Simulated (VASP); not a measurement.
Data:

```
CELL_PARAMETERS angstrom
      1.32394    -2.24728     0.00000
      1.32394     2.24728     0.00000
      0.00000     0.00000     4.65815
ATOMIC_POSITIONS crystal
  Zn 0.33333 0.66667 0.25000
  Zn 0.66667 0.33333 0.75000
```

Calculation: r2SCAN meta-GGA, VASP's PBE PAW potentials (set 64) (plane waves; VASP). Settings: 480 eV cut-off, 14×14×8 Γ-centred mesh, first-order Methfessel-Paxton smearing of 0.10 eV, potentials Zn.

### Question
Give the stress tensor in GPa (positive for a compressed cell).

### Answer

```
1.66  0.00  0.00
0.00  5.12  0.00
0.00  0.00  2.54
```
The pressure is its mean diagonal, 3.11 GPa.

The compound is Zn in the hcp structure. This cell was strained or had an atom moved on purpose.
